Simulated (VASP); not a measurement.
Given:

```yaml
crystal:
  lattice:
    - [2.10414, -3.64448, 0.00000]
    - [2.10414, 3.64448, 0.00000]
    - [0.00000, 0.00000, 7.55703]
  atoms:
    - { symbol: Mg, position: [0.00000, 0.00000, 0.00000] }
    - { symbol: I, position: [0.33333, 0.66667, 0.22096] }
    - { symbol: I, position: [0.66667, 0.33333, 0.77904] }
```

These are PBE GGA, VASP's PBE PAW potentials (set 64) (plane waves; VASP 6.6.1) values and carry that method's errors. Numerical set-up: 480 eV cut-off, 6×6×4 Γ-centred mesh, Gaussian smearing of 0.050 eV, potentials Mg I.

Without a dispersion term in the relaxation, distances and binding between the weakly bound layers, chains or molecules are unreliable, and so is what depends on them. Unless said otherwise, spin-orbit coupling is left out, though it shifts the bands of the heavy elements here.

### Question
Estimate the energy per atom (σ→0), band gap (on the k-mesh) with the smallest direct gap where there is one.

### Answer

The band gap (on the k-mesh) is 3.61 eV, the smallest direct gap (on the k-mesh) is 3.70 eV and the energy per atom (σ→0) is -2579 meV/atom.

The absolute energy has meaning only against runs of the same code, potentials and settings.

The compound is MgI2 in the 1T layered structure. It was relaxed first, which changed the volume by +13 %.
